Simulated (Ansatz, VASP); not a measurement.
# Ge (Germanium) in two plane-wave programs, part 2 of 3

Aim: how closely do two programs agree when they are given the same cell, functional and k mesh? The structure shown is the end of the Ansatz relaxation below.

VASP 6.6.1 and Ansatz 0.2.0.

So far: The starting structure; Ansatz: relaxation, r2SCAN.

This is not the structure that Ge takes at ambient pressure and room temperature (diamond type); it is a model or a phase of other conditions.

### Step 3. VASP: single point, r2SCAN

Level of this step: r2SCAN; plane waves and PAW (Ge_d) (VASP).

The same cell, functional, mesh and smearing now go to VASP, with its own data sets.

Lines of VASP's logs that name or quote its potential files are left out, and so is its time.

File INCAR:

```
SYSTEM = Ge
PREC = Accurate
ENCUT = 550
EDIFF = 1E-06
NELM = 120
ISMEAR = 0
SIGMA = 0.02
LREAL = .FALSE.
ALGO = Normal
METAGGA = R2SCAN
LASPH = .TRUE.
NBANDS = 20
LORBIT = 11
LWAVE = .FALSE.
LCHARG = .FALSE.
ISIF = 2
ISYM = 2
GGA_COMPAT = .FALSE.
EFERMI = MIDGAP
LMIXTAU = .TRUE.
KPAR = 2
```

File POSCAR:

```
Ge
1.0
    0.0000000000      2.9220283666      2.7773567424
    2.9220283666      0.0000000000      2.7773567424
    2.9220283666      2.9220283666      0.0000000000
Ge
2
Direct
    0.4999864565      0.4999864565      0.4999529177
    0.7500135435      0.7500135435      0.7500470823
```

File KPOINTS:

```
Points of the shifted mesh
1728
Reciprocal
 0.0416666667  0.0416666667  0.0416666667 1
 0.0416666667  0.0416666667  0.1250000000 1
 0.0416666667  0.0416666667  0.2083333333 1
 0.0416666667  0.0416666667  0.2916666667 1
 0.0416666667  0.0416666667  0.3750000000 1
 0.0416666667  0.0416666667  0.4583333333 1
 0.0416666667  0.0416666667  0.5416666667 1
 0.0416666667  0.0416666667  0.6250000000 1
 0.0416666667  0.0416666667  0.7083333333 1
 0.0416666667  0.0416666667  0.7916666667 1
 0.0416666667  0.0416666667  0.8750000000 1
 0.0416666667  0.0416666667  0.9583333333 1
 0.0416666667  0.1250000000  0.0416666667 1
 0.0416666667  0.1250000000  0.1250000000 1
 0.0416666667  0.1250000000  0.2083333333 1
 0.0416666667  0.1250000000  0.2916666667 1
 0.0416666667  0.1250000000  0.3750000000 1
 0.0416666667  0.1250000000  0.4583333333 1
 0.0416666667  0.1250000000  0.5416666667 1
 0.0416666667  0.1250000000  0.6250000000 1
 0.0416666667  0.1250000000  0.7083333333 1
 0.0416666667  0.1250000000  0.7916666667 1
 0.0416666667  0.1250000000  0.8750000000 1
 0.0416666667  0.1250000000  0.9583333333 1
 0.0416666667  0.2083333333  0.0416666667 1
 0.0416666667  0.2083333333  0.1250000000 1
 0.0416666667  0.2083333333  0.2083333333 1
 0.0416666667  0.2083333333  0.2916666667 1
 0.0416666667  0.2083333333  0.3750000000 1
 0.0416666667  0.2083333333  0.4583333333 1
 0.0416666667  0.2083333333  0.5416666667 1
 0.0416666667  0.2083333333  0.6250000000 1
 0.0416666667  0.2083333333  0.7083333333 1
 0.0416666667  0.2083333333  0.7916666667 1
 0.0416666667  0.2083333333  0.8750000000 1
 0.0416666667  0.2083333333  0.9583333333 1
 0.0416666667  0.2916666667  0.0416666667 1
 0.0416666667  0.2916666667  0.1250000000 1
 0.0416666667  0.2916666667  0.2083333333 1
 0.0416666667  0.2916666667  0.2916666667 1
 0.0416666667  0.2916666667  0.3750000000 1
 0.0416666667  0.2916666667  0.4583333333 1
 0.0416666667  0.2916666667  0.5416666667 1
 0.0416666667  0.2916666667  0.6250000000 1
 0.0416666667  0.2916666667  0.7083333333 1
 0.0416666667  0.2916666667  0.7916666667 1
 0.0416666667  0.2916666667  0.8750000000 1
 0.0416666667  0.2916666667  0.9583333333 1
 0.0416666667  0.3750000000  0.0416666667 1
 0.0416666667  0.3750000000  0.1250000000 1
 0.0416666667  0.3750000000  0.2083333333 1
 0.0416666667  0.3750000000  0.2916666667 1
 0.0416666667  0.3750000000  0.3750000000 1
 0.0416666667  0.3750000000  0.4583333333 1
 0.0416666667  0.3750000000  0.5416666667 1
 0.0416666667  0.3750000000  0.6250000000 1
 0.0416666667  0.3750000000  0.7083333333 1
 0.0416666667  0.3750000000  0.7916666667 1
 0.0416666667  0.3750000000  0.8750000000 1
 0.0416666667  0.3750000000  0.9583333333 1
 0.0416666667  0.4583333333  0.0416666667 1
 0.0416666667  0.4583333333  0.1250000000 1
 0.0416666667  0.4583333333  0.2083333333 1
 0.0416666667  0.4583333333  0.2916666667 1
 0.0416666667  0.4583333333  0.3750000000 1
 0.0416666667  0.4583333333  0.4583333333 1
 0.0416666667  0.4583333333  0.5416666667 1
 0.0416666667  0.4583333333  0.6250000000 1
 0.0416666667  0.4583333333  0.7083333333 1
 0.0416666667  0.4583333333  0.7916666667 1
 0.0416666667  0.4583333333  0.8750000000 1
 0.0416666667  0.4583333333  0.9583333333 1
 0.0416666667  0.5416666667  0.0416666667 1
 0.0416666667  0.5416666667  0.1250000000 1
 0.0416666667  0.5416666667  0.2083333333 1
 0.0416666667  0.5416666667  0.2916666667 1
 0.0416666667  0.5416666667  0.3750000000 1
 0.0416666667  0.5416666667  0.4583333333 1
 0.0416666667  0.5416666667  0.5416666667 1
 0.0416666667  0.5416666667  0.6250000000 1
 0.0416666667  0.5416666667  0.7083333333 1
 0.0416666667  0.5416666667  0.7916666667 1
 0.0416666667  0.5416666667  0.8750000000 1
 0.0416666667  0.5416666667  0.9583333333 1
 0.0416666667  0.6250000000  0.0416666667 1
 0.0416666667  0.6250000000  0.1250000000 1
 0.0416666667  0.6250000000  0.2083333333 1
 0.0416666667  0.6250000000  0.2916666667 1
 0.0416666667  0.6250000000  0.3750000000 1
 0.0416666667  0.6250000000  0.4583333333 1
 0.0416666667  0.6250000000  0.5416666667 1
 0.0416666667  0.6250000000  0.6250000000 1
 0.0416666667  0.6250000000  0.7083333333 1
 0.0416666667  0.6250000000  0.7916666667 1
 0.0416666667  0.6250000000  0.8750000000 1
 0.0416666667  0.6250000000  0.9583333333 1
 0.0416666667  0.7083333333  0.0416666667 1
 0.0416666667  0.7083333333  0.1250000000 1
 0.0416666667  0.7083333333  0.2083333333 1
 0.0416666667  0.7083333333  0.2916666667 1
 0.0416666667  0.7083333333  0.3750000000 1
 0.0416666667  0.7083333333  0.4583333333 1
 0.0416666667  0.7083333333  0.5416666667 1
 0.0416666667  0.7083333333  0.6250000000 1
 0.0416666667  0.7083333333  0.7083333333 1
 0.0416666667  0.7083333333  0.7916666667 1
 0.0416666667  0.7083333333  0.8750000000 1
 0.0416666667  0.7083333333  0.9583333333 1
 0.0416666667  0.7916666667  0.0416666667 1
 0.0416666667  0.7916666667  0.1250000000 1
 0.0416666667  0.7916666667  0.2083333333 1
 0.0416666667  0.7916666667  0.2916666667 1
[... 1390 lines left out ...]
 0.8750000000  0.4583333333  0.1250000000 1
 0.8750000000  0.4583333333  0.2083333333 1
 0.8750000000  0.4583333333  0.2916666667 1
 0.8750000000  0.4583333333  0.3750000000 1
 0.8750000000  0.4583333333  0.4583333333 1
 0.8750000000  0.4583333333  0.5416666667 1
 0.8750000000  0.4583333333  0.6250000000 1
 0.8750000000  0.4583333333  0.7083333333 1
 0.8750000000  0.4583333333  0.7916666667 1
 0.8750000000  0.4583333333  0.8750000000 1
 0.8750000000  0.4583333333  0.9583333333 1
 0.8750000000  0.5416666667  0.0416666667 1
 0.8750000000  0.5416666667  0.1250000000 1
 0.8750000000  0.5416666667  0.2083333333 1
 0.8750000000  0.5416666667  0.2916666667 1
 0.8750000000  0.5416666667  0.3750000000 1
 0.8750000000  0.5416666667  0.4583333333 1
 0.8750000000  0.5416666667  0.5416666667 1
 0.8750000000  0.5416666667  0.6250000000 1
 0.8750000000  0.5416666667  0.7083333333 1
 0.8750000000  0.5416666667  0.7916666667 1
 0.8750000000  0.5416666667  0.8750000000 1
 0.8750000000  0.5416666667  0.9583333333 1
 0.8750000000  0.6250000000  0.0416666667 1
 0.8750000000  0.6250000000  0.1250000000 1
 0.8750000000  0.6250000000  0.2083333333 1
 0.8750000000  0.6250000000  0.2916666667 1
 0.8750000000  0.6250000000  0.3750000000 1
 0.8750000000  0.6250000000  0.4583333333 1
 0.8750000000  0.6250000000  0.5416666667 1
 0.8750000000  0.6250000000  0.6250000000 1
 0.8750000000  0.6250000000  0.7083333333 1
 0.8750000000  0.6250000000  0.7916666667 1
 0.8750000000  0.6250000000  0.8750000000 1
 0.8750000000  0.6250000000  0.9583333333 1
 0.8750000000  0.7083333333  0.0416666667 1
 0.8750000000  0.7083333333  0.1250000000 1
 0.8750000000  0.7083333333  0.2083333333 1
 0.8750000000  0.7083333333  0.2916666667 1
 0.8750000000  0.7083333333  0.3750000000 1
 0.8750000000  0.7083333333  0.4583333333 1
 0.8750000000  0.7083333333  0.5416666667 1
 0.8750000000  0.7083333333  0.6250000000 1
 0.8750000000  0.7083333333  0.7083333333 1
 0.8750000000  0.7083333333  0.7916666667 1
 0.8750000000  0.7083333333  0.8750000000 1
 0.8750000000  0.7083333333  0.9583333333 1
 0.8750000000  0.7916666667  0.0416666667 1
 0.8750000000  0.7916666667  0.1250000000 1
 0.8750000000  0.7916666667  0.2083333333 1
 0.8750000000  0.7916666667  0.2916666667 1
 0.8750000000  0.7916666667  0.3750000000 1
 0.8750000000  0.7916666667  0.4583333333 1
 0.8750000000  0.7916666667  0.5416666667 1
 0.8750000000  0.7916666667  0.6250000000 1
 0.8750000000  0.7916666667  0.7083333333 1
 0.8750000000  0.7916666667  0.7916666667 1
 0.8750000000  0.7916666667  0.8750000000 1
 0.8750000000  0.7916666667  0.9583333333 1
 0.8750000000  0.8750000000  0.0416666667 1
 0.8750000000  0.8750000000  0.1250000000 1
 0.8750000000  0.8750000000  0.2083333333 1
 0.8750000000  0.8750000000  0.2916666667 1
 0.8750000000  0.8750000000  0.3750000000 1
 0.8750000000  0.8750000000  0.4583333333 1
 0.8750000000  0.8750000000  0.5416666667 1
 0.8750000000  0.8750000000  0.6250000000 1
 0.8750000000  0.8750000000  0.7083333333 1
 0.8750000000  0.8750000000  0.7916666667 1
 0.8750000000  0.8750000000  0.8750000000 1
 0.8750000000  0.8750000000  0.9583333333 1
 0.8750000000  0.9583333333  0.0416666667 1
 0.8750000000  0.9583333333  0.1250000000 1
 0.8750000000  0.9583333333  0.2083333333 1
 0.8750000000  0.9583333333  0.2916666667 1
 0.8750000000  0.9583333333  0.3750000000 1
 0.8750000000  0.9583333333  0.4583333333 1
 0.8750000000  0.9583333333  0.5416666667 1
 0.8750000000  0.9583333333  0.6250000000 1
 0.8750000000  0.9583333333  0.7083333333 1
 0.8750000000  0.9583333333  0.7916666667 1
 0.8750000000  0.9583333333  0.8750000000 1
 0.8750000000  0.9583333333  0.9583333333 1
 0.9583333333  0.0416666667  0.0416666667 1
 0.9583333333  0.0416666667  0.1250000000 1
 0.9583333333  0.0416666667  0.2083333333 1
 0.9583333333  0.0416666667  0.2916666667 1
 0.9583333333  0.0416666667  0.3750000000 1
 0.9583333333  0.0416666667  0.4583333333 1
 0.9583333333  0.0416666667  0.5416666667 1
 0.9583333333  0.0416666667  0.6250000000 1
 0.9583333333  0.0416666667  0.7083333333 1
 0.9583333333  0.0416666667  0.7916666667 1
 0.9583333333  0.0416666667  0.8750000000 1
 0.9583333333  0.0416666667  0.9583333333 1
 0.9583333333  0.1250000000  0.0416666667 1
 0.9583333333  0.1250000000  0.1250000000 1
 0.9583333333  0.1250000000  0.2083333333 1
 0.9583333333  0.1250000000  0.2916666667 1
 0.9583333333  0.1250000000  0.3750000000 1
 0.9583333333  0.1250000000  0.4583333333 1
 0.9583333333  0.1250000000  0.5416666667 1
 0.9583333333  0.1250000000  0.6250000000 1
 0.9583333333  0.1250000000  0.7083333333 1
 0.9583333333  0.1250000000  0.7916666667 1
 0.9583333333  0.1250000000  0.8750000000 1
 0.9583333333  0.1250000000  0.9583333333 1
 0.9583333333  0.2083333333  0.0416666667 1
 0.9583333333  0.2083333333  0.1250000000 1
 0.9583333333  0.2083333333  0.2083333333 1
 0.9583333333  0.2083333333  0.2916666667 1
 0.9583333333  0.2083333333  0.3750000000 1
 0.9583333333  0.2083333333  0.4583333333 1
 0.9583333333  0.2083333333  0.5416666667 1
 0.9583333333  0.2083333333  0.6250000000 1
 0.9583333333  0.2083333333  0.7083333333 1
 0.9583333333  0.2083333333  0.7916666667 1
 0.9583333333  0.2083333333  0.8750000000 1
 0.9583333333  0.2083333333  0.9583333333 1
 0.9583333333  0.2916666667  0.0416666667 1
 0.9583333333  0.2916666667  0.1250000000 1
 0.9583333333  0.2916666667  0.2083333333 1
 0.9583333333  0.2916666667  0.2916666667 1
 0.9583333333  0.2916666667  0.3750000000 1
 0.9583333333  0.2916666667  0.4583333333 1
 0.9583333333  0.2916666667  0.5416666667 1
 0.9583333333  0.2916666667  0.6250000000 1
 0.9583333333  0.2916666667  0.7083333333 1
 0.9583333333  0.2916666667  0.7916666667 1
 0.9583333333  0.2916666667  0.8750000000 1
 0.9583333333  0.2916666667  0.9583333333 1
 0.9583333333  0.3750000000  0.0416666667 1
 0.9583333333  0.3750000000  0.1250000000 1
 0.9583333333  0.3750000000  0.2083333333 1
 0.9583333333  0.3750000000  0.2916666667 1
 0.9583333333  0.3750000000  0.3750000000 1
 0.9583333333  0.3750000000  0.4583333333 1
 0.9583333333  0.3750000000  0.5416666667 1
 0.9583333333  0.3750000000  0.6250000000 1
 0.9583333333  0.3750000000  0.7083333333 1
 0.9583333333  0.3750000000  0.7916666667 1
 0.9583333333  0.3750000000  0.8750000000 1
 0.9583333333  0.3750000000  0.9583333333 1
 0.9583333333  0.4583333333  0.0416666667 1
 0.9583333333  0.4583333333  0.1250000000 1
 0.9583333333  0.4583333333  0.2083333333 1
 0.9583333333  0.4583333333  0.2916666667 1
 0.9583333333  0.4583333333  0.3750000000 1
 0.9583333333  0.4583333333  0.4583333333 1
 0.9583333333  0.4583333333  0.5416666667 1
 0.9583333333  0.4583333333  0.6250000000 1
 0.9583333333  0.4583333333  0.7083333333 1
 0.9583333333  0.4583333333  0.7916666667 1
 0.9583333333  0.4583333333  0.8750000000 1
 0.9583333333  0.4583333333  0.9583333333 1
 0.9583333333  0.5416666667  0.0416666667 1
 0.9583333333  0.5416666667  0.1250000000 1
 0.9583333333  0.5416666667  0.2083333333 1
 0.9583333333  0.5416666667  0.2916666667 1
 0.9583333333  0.5416666667  0.3750000000 1
 0.9583333333  0.5416666667  0.4583333333 1
 0.9583333333  0.5416666667  0.5416666667 1
 0.9583333333  0.5416666667  0.6250000000 1
 0.9583333333  0.5416666667  0.7083333333 1
 0.9583333333  0.5416666667  0.7916666667 1
 0.9583333333  0.5416666667  0.8750000000 1
 0.9583333333  0.5416666667  0.9583333333 1
 0.9583333333  0.6250000000  0.0416666667 1
 0.9583333333  0.6250000000  0.1250000000 1
 0.9583333333  0.6250000000  0.2083333333 1
 0.9583333333  0.6250000000  0.2916666667 1
 0.9583333333  0.6250000000  0.3750000000 1
 0.9583333333  0.6250000000  0.4583333333 1
 0.9583333333  0.6250000000  0.5416666667 1
 0.9583333333  0.6250000000  0.6250000000 1
 0.9583333333  0.6250000000  0.7083333333 1
 0.9583333333  0.6250000000  0.7916666667 1
 0.9583333333  0.6250000000  0.8750000000 1
 0.9583333333  0.6250000000  0.9583333333 1
 0.9583333333  0.7083333333  0.0416666667 1
 0.9583333333  0.7083333333  0.1250000000 1
 0.9583333333  0.7083333333  0.2083333333 1
 0.9583333333  0.7083333333  0.2916666667 1
 0.9583333333  0.7083333333  0.3750000000 1
 0.9583333333  0.7083333333  0.4583333333 1
 0.9583333333  0.7083333333  0.5416666667 1
 0.9583333333  0.7083333333  0.6250000000 1
 0.9583333333  0.7083333333  0.7083333333 1
 0.9583333333  0.7083333333  0.7916666667 1
 0.9583333333  0.7083333333  0.8750000000 1
 0.9583333333  0.7083333333  0.9583333333 1
 0.9583333333  0.7916666667  0.0416666667 1
 0.9583333333  0.7916666667  0.1250000000 1
 0.9583333333  0.7916666667  0.2083333333 1
 0.9583333333  0.7916666667  0.2916666667 1
 0.9583333333  0.7916666667  0.3750000000 1
 0.9583333333  0.7916666667  0.4583333333 1
 0.9583333333  0.7916666667  0.5416666667 1
 0.9583333333  0.7916666667  0.6250000000 1
 0.9583333333  0.7916666667  0.7083333333 1
 0.9583333333  0.7916666667  0.7916666667 1
 0.9583333333  0.7916666667  0.8750000000 1
 0.9583333333  0.7916666667  0.9583333333 1
 0.9583333333  0.8750000000  0.0416666667 1
 0.9583333333  0.8750000000  0.1250000000 1
 0.9583333333  0.8750000000  0.2083333333 1
 0.9583333333  0.8750000000  0.2916666667 1
 0.9583333333  0.8750000000  0.3750000000 1
 0.9583333333  0.8750000000  0.4583333333 1
 0.9583333333  0.8750000000  0.5416666667 1
 0.9583333333  0.8750000000  0.6250000000 1
 0.9583333333  0.8750000000  0.7083333333 1
 0.9583333333  0.8750000000  0.7916666667 1
 0.9583333333  0.8750000000  0.8750000000 1
 0.9583333333  0.8750000000  0.9583333333 1
 0.9583333333  0.9583333333  0.0416666667 1
 0.9583333333  0.9583333333  0.1250000000 1
 0.9583333333  0.9583333333  0.2083333333 1
 0.9583333333  0.9583333333  0.2916666667 1
 0.9583333333  0.9583333333  0.3750000000 1
 0.9583333333  0.9583333333  0.4583333333 1
 0.9583333333  0.9583333333  0.5416666667 1
 0.9583333333  0.9583333333  0.6250000000 1
 0.9583333333  0.9583333333  0.7083333333 1
 0.9583333333  0.9583333333  0.7916666667 1
 0.9583333333  0.9583333333  0.8750000000 1
 0.9583333333  0.9583333333  0.9583333333 1
```

PAW data sets: Ge_d (PBE family, release 64).

On the command line:

```bash
> mpirun -np 2 vasp_std
```

Output:

```text
[banner, memory and clock lines left out]
running    2 mpi-ranks, on    1 nodes
 distrk:  each k-point on    1 cores,    2 groups
 distr:  one band on    1 cores,    1 groups

 POSCAR found type information on POSCAR Ge
 POSCAR found :  1 types and       2 ions
|                                                                             |
|               ----> ADVICE to this user running VASP <----                  |
|                                                                             |
|     You enforced a specific xc type in the INCAR file but a different       |
|     [... a line on the potential file left out ...]
|     I HOPE YOU KNOW WHAT YOU ARE DOING!                                     |
|                                                                             |

 LDA part: xc-table for (None), standard interpolation
 POSCAR, INCAR and KPOINTS ok, starting setup
 FFT: planning ... GRIDC
 FFT: planning ... GRID_SOFT
 FFT: planning ... GRID
 WAVECAR not read
 entering main loop
       N       E                     dE             d eps       ncg     rms          rms(c)
DAV:   1     0.173551826274E+03    0.17355E+03   -0.15838E+04 74084   0.400E+03
DAV:   2    -0.260109979487E+01   -0.17615E+03   -0.17143E+03 69216   0.631E+02
DAV:   3    -0.294898037640E+02   -0.26889E+02   -0.26685E+02 77856   0.153E+02
DAV:   4    -0.304022481968E+02   -0.91244E+00   -0.91173E+00 78212   0.330E+01
DAV:   5    -0.304182269075E+02   -0.15979E-01   -0.15978E-01 77060   0.479E+00    0.316E+00
DAV:   6    -0.277181852011E+02    0.27000E+01   -0.37998E-01 75940   0.110E+01    0.184E+00
DAV:   7    -0.278716930242E+02   -0.15351E+00   -0.31987E-01 91148   0.838E+00    0.324E-01
DAV:   8    -0.277261925849E+02    0.14550E+00   -0.13716E-01 71640   0.495E+00    0.117E-01
DAV:   9    -0.277160039575E+02    0.10189E-01   -0.33623E-03 80312   0.637E-01    0.111E-01
DAV:  10    -0.277133041354E+02    0.26998E-02   -0.16304E-04 77476   0.150E-01    0.124E-01
DAV:  11    -0.277120656427E+02    0.12385E-02   -0.68926E-03 71808   0.107E+00    0.718E-02
DAV:  12    -0.277141885243E+02   -0.21229E-02   -0.92516E-04 71276   0.386E-01    0.814E-02
DAV:  13    -0.277142373105E+02   -0.48786E-04   -0.37632E-05 79244   0.575E-02    0.718E-02
DAV:  14    -0.277146008315E+02   -0.36352E-03   -0.45745E-05 69996   0.540E-02    0.508E-02
DAV:  15    -0.277146962027E+02   -0.95371E-04   -0.82756E-05 69544   0.826E-02    0.553E-03
DAV:  16    -0.277147550787E+02   -0.58876E-04   -0.22425E-05 55952   0.416E-02    0.224E-03
DAV:  17    -0.277147557487E+02   -0.66995E-06   -0.52779E-06 59312   0.229E-02
   1 F= -.27714756E+02 E0= -.27714756E+02  d E =-.912900E-14
```

(Continued in part 3 of 3.)

[Lines on the potential files, build, host, timing and source positions are cut from VASP's logs without a mark.]

[Logs are printed without paths, hosts, clocks, repeated set-up lines and the standing remarks that a program may print on its own settings, such as how far it seeks lower states.]

[Hosts, paths, dates, database ids (printed as entryN), source tags and the programs' standing remarks are cut or masked in the printed files.]
